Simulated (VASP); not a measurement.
Data:

```yaml
crystal:
  lattice:
    - [4.15902, 0.00000, 0.00000]
    - [0.00000, 4.15902, 0.00000]
    - [0.00000, 0.00000, 4.15902]
  atoms:
    - { symbol: Ba, position: [0.00000, 0.00000, 0.00000] }
    - { symbol: Hf, position: [0.50000, 0.50000, 0.50000] }
    - { symbol: O, position: [0.50000, 0.00000, 0.50000] }
    - { symbol: O, position: [0.00000, 0.50000, 0.50000] }
    - { symbol: O, position: [0.50000, 0.50000, 0.00000] }
```

These are AM05 GGA, VASP's PBE PAW potentials (set 64) (plane waves; VASP) values and carry that method's errors. Settings: 520 eV cut-off, 5×5×5 Γ-centred mesh, Gaussian smearing of 0.050 eV, potentials Ba_sv Hf_pv O.

Question: Predict the energy per atom (σ→0).

Answer: 
| Item | Value |
|---|---|
| energy per atom (σ→0) | -8.869 eV/atom |

The absolute energy has meaning only against runs of the same code, potentials and settings.

The compound is BaHfO3 in the cubic perovskite structure. It was relaxed first.
